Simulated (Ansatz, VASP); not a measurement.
# AlN: VASP beside Ansatz, part 3 of 4

Wanted: the spread between two codes on one cell, functional and k mesh. The cell is taken from a series of runs on this material, whose earlier steps may have relaxed, scaled, displaced or heated it; both programs get it as it stands.

VASP 6.6.1 and Ansatz 0.2.0.

So far: Starting point; Ansatz: zone-centre phonons, PBE, pair 1; VASP: zone-centre phonons, PBE, pair 1.

## (3) VASP: zone-centre phonons, PBE, pair 1 (continued)

Level of this step: PBE; plane waves and PAW (N, Al) (VASP).

Numbers of over 12 decimals in the logs are rounded to 6 here.

OUTCAR, selected parts (step 3):

```text
ion  position               nearest neighbor table
   1  0.333  0.667  0.381-   4 1.91   4 1.91   4 1.91   3 1.93
   2  0.667  0.333  0.881-   3 1.91   3 1.91   3 1.91   4 1.93
   3  0.333  0.667  0.999-   2 1.91   2 1.91   2 1.91   1 1.93   4 3.11   4 3.11   4 3.11   4 3.11
                             4 3.11   4 3.11
   4  0.667  0.333  0.499-   1 1.91   1 1.91   1 1.91   2 1.93   3 3.11   3 3.11   3 3.11   3 3.11
                             3 3.11   3 3.11

  LATTYP: Found a hexagonal cell.
 ALAT       =     3.1492954917
 C/A-ratio  =     1.6049328820

 Subroutine GETGRP returns: Found 12 space group operations
 (whereof  6 operations were pure point group operations)

The static configuration has the point symmetry C_3v.
 The point group associated with its full space group is C_6v.

 Found     48 irreducible k-points:

   k-points           NKPTS =     48   k-points in BZ     NKDIM =     48   number of bands    NBANDS=     14

   dimension x,y,z NGX =    28 NGY =   28 NGZ =   40
   dimension x,y,z NGXF=    56 NGYF=   56 NGZF=   80

   ENCUT  =  600.0 eV  44.10 Ry    6.64 a.u.   6.29  6.29 10.09*2*pi/ulx,y,z

   NELECT =      16.0000    total number of electrons

 k-points in reciprocal lattice and weights: Automatic mesh
   0.00000000  0.00000000  0.00000000       0.002
   0.11111111  0.00000000  0.00000000       0.012
   0.22222222  0.00000000  0.00000000       0.012
   0.33333333  0.00000000  0.00000000       0.012
   0.44444444  0.00000000  0.00000000       0.012
   0.11111111  0.11111111  0.00000000       0.012
   0.22222222  0.11111111  0.00000000       0.025
   0.33333333  0.11111111  0.00000000       0.025
   0.44444444  0.11111111  0.00000000       0.012
[...]
0.33333333  0.22222222  0.50000000       0.025
   0.33333333  0.33333333  0.50000000       0.004

 average (electrostatic) potential at core
       1 -60.3612       2 -60.3612       3 -72.1896       4 -72.1896

 POSITION                                       TOTAL-FORCE (eV/Angst)
 -----------------------------------------------------------------------------------
      0.00000      1.81825      1.92379        -0.000000      0.000000     -0.000723
      1.57465      0.90912      4.45099         0.000000     -0.000000     -0.000723
      0.00000      1.81825      5.05130         0.000000      0.000000      0.000723
      1.57465      0.90912      2.52409         0.000000     -0.000000      0.000723
 -----------------------------------------------------------------------------------
    total drift:                               -0.000000     -0.000000      0.000256

 MACROSCOPIC STATIC DIELECTRIC TENSOR (including local field effects in DFT)
 ------------------------------------------------------
           4.515671     0.000000    -0.000000
           0.000000     4.515671    -0.000000
           0.000000     0.000000     4.734709
 ------------------------------------------------------

 PIEZOELECTRIC TENSOR (including local field effects)  for field in x, y, z        (C/m^2)
          XX          YY          ZZ          XY          YZ          ZX
  --------------------------------------------------------------------------------
  x     0.00000    -0.00000     0.00000     0.00000     0.00000     0.34398
  y     0.00000    -0.00000     0.00000    -0.00000     0.34398     0.00000
  z     0.27706     0.27706    -0.44229     0.00000     0.00000     0.00000

 BORN EFFECTIVE CHARGES (including local field effects) (in |e|, cummulative output)
 ---------------------------------------------------------------------------------
 ion    1
    1    -2.51934    -0.00000    -0.00000
    2    -0.00000    -2.51934    -0.00000
    3    -0.00000     0.00000    -2.67720
 ion    2
    1    -2.51934    -0.00000     0.00000
    2    -0.00000    -2.51934     0.00000
    3     0.00000    -0.00000    -2.67720
 ion    3
    1     2.51934     0.00000    -0.00000
    2     0.00000     2.51934    -0.00000
    3     0.00000     0.00000     2.67720
 ion    4
    1     2.51934     0.00000     0.00000
    2     0.00000     2.51934     0.00000
    3     0.00000    -0.00000     2.67720

 Eigenvectors and eigenvalues of the dynamical matrix
 ----------------------------------------------------

   1 f  =   20.744858 THz   130.343789 2PiTHz  691.973991 cm-1    85.793802 meV
             X         Y         Z           dx          dy          dz
      0.000000  1.818247  1.923785     0.000000   -0.000000   -0.706331
      1.574648  0.909123  4.450989     0.000000   -0.000000    0.706331
      0.000000  1.818247  5.051298    -0.000000    0.000000   -0.033124
      1.574648  0.909123  2.524094    -0.000000    0.000000    0.033124

   2 f  =   18.906887 THz   118.795474 2PiTHz  630.665861 cm-1    78.192566 meV
             X         Y         Z           dx          dy          dz
      0.000000  1.818247  1.923785    -0.510680   -0.261562    0.000000
      1.574648  0.909123  4.450989    -0.510680   -0.261562    0.000000
      0.000000  1.818247  5.051298     0.367829    0.188396   -0.000000
      1.574648  0.909123  2.524094     0.367829    0.188396    0.000000

   3 f  =   18.906887 THz   118.795474 2PiTHz  630.665861 cm-1    78.192566 meV
             X         Y         Z           dx          dy          dz
      0.000000  1.818247  1.923785    -0.261562    0.510680   -0.000000
      1.574648  0.909123  4.450989    -0.261562    0.510680    0.000000
      0.000000  1.818247  5.051298     0.188396   -0.367829   -0.000000
      1.574648  0.909123  2.524094     0.188396   -0.367829    0.000000

   4 f  =   18.474326 THz   116.077614 2PiTHz  616.237185 cm-1    76.403639 meV
             X         Y         Z           dx          dy          dz
      0.000000  1.818247  1.923785     0.532353    0.272667   -0.000000
      1.574648  0.909123  4.450989    -0.532353   -0.272667    0.000000
      0.000000  1.818247  5.051298     0.335693    0.171939    0.000000
      1.574648  0.909123  2.524094    -0.335693   -0.171939   -0.000000

   5 f  =   18.474326 THz   116.077614 2PiTHz  616.237185 cm-1    76.403639 meV
             X         Y         Z           dx          dy          dz
      0.000000  1.818247  1.923785    -0.272667    0.532353   -0.000000
      1.574648  0.909123  4.450989     0.272667   -0.532353    0.000000
      0.000000  1.818247  5.051298    -0.171939    0.335693   -0.000000
      1.574648  0.909123  2.524094     0.171939   -0.335693    0.000000

   6 f  =   17.339200 THz   108.945405 2PiTHz  578.373445 cm-1    71.709136 meV
             X         Y         Z           dx          dy          dz
      0.000000  1.818247  1.923785    -0.000000    0.000000   -0.573706
      1.574648  0.909123  4.450989    -0.000000    0.000000   -0.573706
      0.000000  1.818247  5.051298     0.000000   -0.000000    0.413353
      1.574648  0.909123  2.524094     0.000000   -0.000000    0.413353

   7 f  =   15.741156 THz    98.904602 2PiTHz  525.068456 cm-1    65.100162 meV
             X         Y         Z           dx          dy          dz
      0.000000  1.818247  1.923785    -0.000000   -0.000000   -0.033124
      1.574648  0.909123  4.450989    -0.000000    0.000000    0.033124
      0.000000  1.818247  5.051298     0.000000   -0.000000    0.706331
      1.574648  0.909123  2.524094     0.000000   -0.000000   -0.706331

   8 f  =    7.109046 THz    44.667453 2PiTHz  237.132247 cm-1    29.400638 meV
             X         Y         Z           dx          dy          dz
      0.000000  1.818247  1.923785    -0.335689   -0.171946   -0.000000
      1.574648  0.909123  4.450989     0.335689    0.171946    0.000000
      0.000000  1.818247  5.051298     0.532347    0.272679    0.000000
      1.574648  0.909123  2.524094    -0.532347   -0.272679    0.000000

   9 f  =    7.109046 THz    44.667453 2PiTHz  237.132247 cm-1    29.400638 meV
             X         Y         Z           dx          dy          dz
      0.000000  1.818247  1.923785    -0.171946    0.335689   -0.000000
      1.574648  0.909123  4.450989     0.171946   -0.335689   -0.000000
      0.000000  1.818247  5.051298     0.272679   -0.532347   -0.000000
      1.574648  0.909123  2.524094    -0.272679    0.532347   -0.000000

  10 f/i=    0.001114 THz     0.007000 2PiTHz    0.037164 cm-1     0.004608 meV
             X         Y         Z           dx          dy          dz
      0.000000  1.818247  1.923785    -0.061757   -0.408628    0.000000
      1.574648  0.909123  4.450989    -0.061757   -0.408628    0.000000
      0.000000  1.818247  5.051298    -0.085741   -0.567325    0.000000
      1.574648  0.909123  2.524094    -0.085741   -0.567325    0.000000

  11 f/i=    0.001114 THz     0.007000 2PiTHz    0.037164 cm-1     0.004608 meV
             X         Y         Z           dx          dy          dz
      0.000000  1.818247  1.923785    -0.408628    0.061757   -0.000000
      1.574648  0.909123  4.450989    -0.408628    0.061757   -0.000000
      0.000000  1.818247  5.051298    -0.567325    0.085741   -0.000000
      1.574648  0.909123  2.524094    -0.567325    0.085741   -0.000000

  12 f/i=    0.001542 THz     0.009689 2PiTHz    0.051436 cm-1     0.006377 meV
             X         Y         Z           dx          dy          dz
      0.000000  1.818247  1.923785     0.000000   -0.000000   -0.413353
      1.574648  0.909123  4.450989     0.000000   -0.000000   -0.413353
      0.000000  1.818247  5.051298     0.000000   -0.000000   -0.573706
      1.574648  0.909123  2.524094     0.000000   -0.000000   -0.573706

 MACROSCOPIC STATIC DIELECTRIC TENSOR IONIC CONTRIBUTION
 ------------------------------------------------------
           3.924593     0.000000    -0.000000
           0.000000     3.924593     0.000000
          -0.000000     0.000000     5.268951
 ------------------------------------------------------

 ELASTIC MODULI CONTR FROM IONIC RELAXATION (kBar)
 Direction    XX          YY          ZZ          XY          YZ          ZX
 --------------------------------------------------------------------------------
 XX        -525.0232    263.5142    289.5901     -0.0000     -0.0000      0.0000
 YY         263.5142   -525.0232    289.5901     -0.0000      0.0000     -0.0000
 ZZ         289.5901    289.5901   -641.3730      0.0000      0.0000     -0.0000
 XY          -0.0000     -0.0000      0.0000   -394.2687      0.0000     -0.0000
 YZ          -0.0000      0.0000      0.0000      0.0000    -92.5900     -0.0000
 ZX           0.0000     -0.0000     -0.0000     -0.0000     -0.0000    -98.8802
 --------------------------------------------------------------------------------

 PIEZOELECTRIC TENSOR IONIC CONTR  for field in x, y, z        (C/m^2)
          XX          YY          ZZ          XY          YZ          ZX
  --------------------------------------------------------------------------------
  x     0.00000    -0.00000    -0.00000    -0.00000    -0.00000    -0.58617
  y    -0.00000     0.00000     0.00000     0.00000    -0.56722    -0.00000
  z    -0.78102    -0.78102     1.72978    -0.00000    -0.00000     0.00000
```

## (4) Side by side

Known differences besides the potentials themselves: fixed occupations in Ansatz, narrow Gaussian smearing in VASP; VASP's response is taken on the typed mesh, Ansatz refines its own for the field response alone; the cutoff is 420 eV in Ansatz and 600 eV in VASP. Total energies have different zeros and are not compared.

Compared:

| quantity | Ansatz | VASP | difference |
| --- | --- | --- | --- |
| ε∞ xx | 4.52 | 4.52 | +0.03 % |
| ε∞ yy | 4.52 | 4.52 | +0.03 % |
| ε∞ zz | 4.74 | 4.73 | +0.09 % |
| Born charge of N1 (mean of the diagonal) (e) | -2.58 | -2.57 | -0.01 |
| Born charge of Al3 (mean of the diagonal) (e) | 2.58 | 2.57 | +0.01 |
| optical mode 1 to 2 (cm⁻¹) | 236.6 | 237.1 | -0.22 % |
| optical mode 3 (cm⁻¹) | 525.2 | 525.1 | +0.03 % |
| optical mode 4 (cm⁻¹) | 577.6 | 578.4 | -0.13 % |
| optical mode 5 to 6 (cm⁻¹) | 615.1 | 616.2 | -0.18 % |
| optical mode 7 to 8 (cm⁻¹) | 629.8 | 630.7 | -0.13 % |
| optical mode 9 (cm⁻¹) | 690.2 | 692.0 | -0.26 % |

Modes are paired by rising frequency, not by their patterns, so a pair may set unlike modes beside each other; they are those without the splitting of longitudinal modes.

## (5) VASP: zone-centre phonons, PBE, pair 2

Second derivatives magnify differences that forces hide, and they need a tight electronic threshold. The cell compared in this pair holds 44.27 Å³, against 43.41 Å³ for the pair before.

File INCAR:

```
SYSTEM = AlN
PREC = Accurate
ENCUT = 600
EDIFF = 1E-08
NELM = 120
ISMEAR = 0
SIGMA = 0.01
LREAL = .FALSE.
ALGO = Normal
GGA = PE
NBANDS = 14
LORBIT = 11
LWAVE = .FALSE.
LCHARG = .FALSE.
ISIF = 2
IBRION = 8
LEPSILON = .TRUE.
LASPH = .TRUE.
GGA_COMPAT = .FALSE.
EFERMI = MIDGAP
KPAR = 2
```

File POSCAR:

```
AlN
1.0
    3.1686581784      0.0000000000      0.0000000000
   -1.5843290892      2.7441384784      0.0000000000
    0.0000000000      0.0000000000      5.0907233135
N Al
2 2
Direct
    0.3333333334      0.6666666668      0.3804793024
    0.6666666668      0.3333333334      0.8804793024
    0.3333333334      0.6666666668      0.9995206976
    0.6666666668      0.3333333334      0.4995206976
```

File KPOINTS:

```
Automatic mesh
0
Gamma
9 9 6
0 0 0
```

Potentials, in the order of the species: N and Al (PBE family, release 64).

The run is started by

```
$ mpirun -np 2 vasp_std
```

The program printed:

```text
[... set-up lines as in an earlier step ...]
 entering main loop
       N       E                     dE             d eps       ncg     rms          rms(c)
DAV:   1     0.523308479192E+02    0.52331E+02   -0.80384E+03  1344   0.114E+03
DAV:   2    -0.295844160094E+02   -0.81915E+02   -0.73764E+02  1876   0.219E+02
DAV:   3    -0.342480724484E+02   -0.46637E+01   -0.46399E+01  1806   0.571E+01
DAV:   4    -0.342847768637E+02   -0.36704E-01   -0.36700E-01  1512   0.549E+00
[...]
DAV:  15    -0.297439149472E+02   -0.23939E-07   -0.20496E-07  1782   0.364E-03    0.439E-04
DAV:  16    -0.297439149346E+02    0.12592E-07   -0.82253E-09  1032   0.792E-04    0.138E-04
DAV:  17    -0.297439149336E+02    0.10018E-08   -0.75215E-10   984   0.340E-04
   1 F= -.29743915E+02 E0= -.29743915E+02  d E =0.000000E+00
 Linear response reoptimize wavefunctions to high precision
DAV:   1    -0.297439149335E+02    0.69690E-10   -0.44312E-11  1056   0.684E-05
 Linear response G [H, r] |phi>, progress :
  Direction:   1
       N       E                     dE             d eps       ncg     rms
[...]
RMM:  10    -0.543296390243E-02    0.71448E-08   -0.64205E-09 13439   0.120E-05    0.354E-06
 first order change of Fermi-energy  -0.45090E-05
 force on displaced ion       3 direction 1 : -13.306  -0.000  -0.000
 Born effective charge ion    3 direction 1 :   2.522   0.000   0.000
 Linear response progress:
  Degree of freedom:   4/  4
       N       E                     dE             d eps       ncg     rms          rms(c)
RMM:   1    -0.184282657147E-01   -0.18428E-01   -0.75053E-03  4919   0.120E+00
RMM:   2    -0.111882579068E-01    0.72400E-02   -0.28721E-03  2790   0.372E-01    0.103E-01
RMM:   3    -0.107759671694E-01    0.41229E-03   -0.55446E-04  2943   0.129E-01    0.486E-02
RMM:   4    -0.106628488900E-01    0.11312E-03   -0.29400E-04  3020   0.474E-02    0.247E-02
[...]
RMM:   9    -0.105871464170E-01   -0.21493E-06   -0.28471E-07  3119   0.265E-04    0.283E-05
RMM:  10    -0.105870967610E-01    0.49656E-07   -0.12251E-08  3270   0.515E-05    0.115E-05
RMM:  11    -0.105870949246E-01    0.18364E-08   -0.22912E-08  3140   0.319E-05    0.260E-06
 first order change of Fermi-energy  -0.82971E+00
 force on displaced ion       3 direction 3 :   0.000  -0.000 -18.542
 Born effective charge ion    3 direction 3 :   0.000  -0.000   2.679
 Born effective charges drift removed
 Linear response finished
```

OUTCAR, selected parts (step 5):

```text
 POSITION                                       TOTAL-FORCE (eV/Angst)
 -----------------------------------------------------------------------------------
      0.00000      1.82943      1.93691         0.000000     -0.000000     -0.000664
      1.58433      0.91471      4.48228        -0.000000      0.000000     -0.000664
      0.00000      1.82943      5.08828        -0.000000     -0.000000      0.000664
      1.58433      0.91471      2.54292        -0.000000      0.000000      0.000664
 -----------------------------------------------------------------------------------
    total drift:                               -0.000000     -0.000000      0.000068

 MACROSCOPIC STATIC DIELECTRIC TENSOR (including local field effects in DFT)
 ------------------------------------------------------
           4.560199     0.000000    -0.000000
           0.000000     4.560199     0.000000
           0.000000    -0.000000     4.778744
 ------------------------------------------------------

 MACROSCOPIC STATIC DIELECTRIC TENSOR IONIC CONTRIBUTION
 ------------------------------------------------------
           4.089859     0.000000    -0.000000
           0.000000     4.089859    -0.000000
          -0.000000    -0.000000     5.474496
 ------------------------------------------------------

[... 1 part as in an earlier step ...]
```

## (6) Ansatz: zone-centre phonons, PBE, pair 2

The same cell, functional and mesh now go to Ansatz, which takes its cutoff from its data sets.

The cell is taken from a series of runs on this material, whose earlier steps may have relaxed, scaled, displaced or heated it; both programs get it as it stands.

File input.yaml:

```yaml
crystal:
  lattice:
    - [3.1686581784, 0.0, 0.0]
    - [-1.5843290892, 2.7441384784, 0.0]
    - [0.0, 0.0, 5.0907233135]
  atoms:
    - { symbol: "N", position: [0.3333333333, 0.6666666667, 0.3804793024] }
    - { symbol: "N", position: [0.6666666667, 0.3333333333, 0.8804793024] }
    - { symbol: Al, position: [0.3333333333, 0.6666666667, -0.0004793024] }
    - { symbol: Al, position: [0.6666666667, 0.3333333333, 0.4995206976] }
kpoints:
  mp_grid: { grid: [9, 9, 6] }
hamiltonian:
  xc: pbe
  pseudopotentials: { kind: paw, azcp: { folder: soft_1 } }
scf:
  occupations: { method: fixed }
output:
  eigenvalues: true
phonons:
  method: dfpt
  dielectric: true
  rigid_motions: translations
```

The run is started by

```
$ ansatz run input.yaml --threads 4 --pin off --max-ram 16384MiB --backend cpu --events-out ev --progress --plain --runs-dir out
```

The program printed:

```text
[...]
Crystal: 4 atoms, lattice volume = 44.265 Å³
Basis set: ecut = 420 eV, 857 PW (Γ), exchange–correlation on 48×48×72 points (8 copies of the dense FFT grid, shifted against one another)
Bands: 12, of which v1, the nominal top of the filled ones, is band 8 counted from 1 (7 counted from 0)
Symmetry: 12 space group operations
k-points: 140 of 486 (irreducible under 2 space group operations, time reversal used)
[...]
optical modes at Γ + LO–TO along q̂ = [1.0000, 0.0000, 0.0000]:
      ω (cm⁻¹)  modes    IR ((D/Å)²/amu)
[...]
optical modes at Γ + LO–TO along q̂ = [0.0000, 1.0000, 0.0000]:
      ω (cm⁻¹)  modes    IR ((D/Å)²/amu)
[...]
optical modes at Γ + LO–TO along q̂ = [0.0000, 0.0000, 1.0000]:
      ω (cm⁻¹)  modes    IR ((D/Å)²/amu)
[...]
595.15      2             0.0000
        611.79      2            64.1883
        675.87      1             0.0000
        824.42      1            36.1643
[key lines of the parts left out:]
SCF converged after 9 iterations
Free energy (F): -1848.480803 eV
Fermi energy:    6.521859 eV
```

## (7) Differences

The two programs side by side:

| quantity | Ansatz | VASP | difference |
| --- | --- | --- | --- |
| ε∞ xx | 4.56 | 4.56 | +0.01 % |
| ε∞ yy | 4.56 | 4.56 | +0.01 % |
| ε∞ zz | 4.78 | 4.78 | +0.07 % |
| Born charge of N1 (mean of the diagonal) (e) | -2.58 | -2.57 | -0.01 |
| Born charge of Al3 (mean of the diagonal) (e) | 2.58 | 2.57 | +0.01 |
| optical mode 1 to 2 (cm⁻¹) | 236.5 | 236.9 | -0.16 % |
| optical mode 3 (cm⁻¹) | 514.4 | 514.2 | +0.04 % |
| optical mode 4 (cm⁻¹) | 561.5 | 562.2 | -0.12 % |
| optical mode 5 to 6 (cm⁻¹) | 595.1 | 596.1 | -0.16 % |
| optical mode 7 to 8 (cm⁻¹) | 611.8 | 612.5 | -0.12 % |
| optical mode 9 (cm⁻¹) | 675.9 | 677.5 | -0.24 % |

Modes are paired by rising frequency, not by their patterns, so a pair may set unlike modes beside each other; they are those without the splitting of longitudinal modes.

[end of part 3 of 4]

[Lines on the potential files, build, host, timing and source positions are cut from VASP's logs without a mark.]

[Logs are printed without paths, hosts, clocks, repeated set-up lines and the standing remarks that a program may print on its own settings, such as how far it seeks lower states.]

[Hosts, paths, dates, database ids (printed as entryN), source tags and the programs' standing remarks are cut or masked in the printed files.]
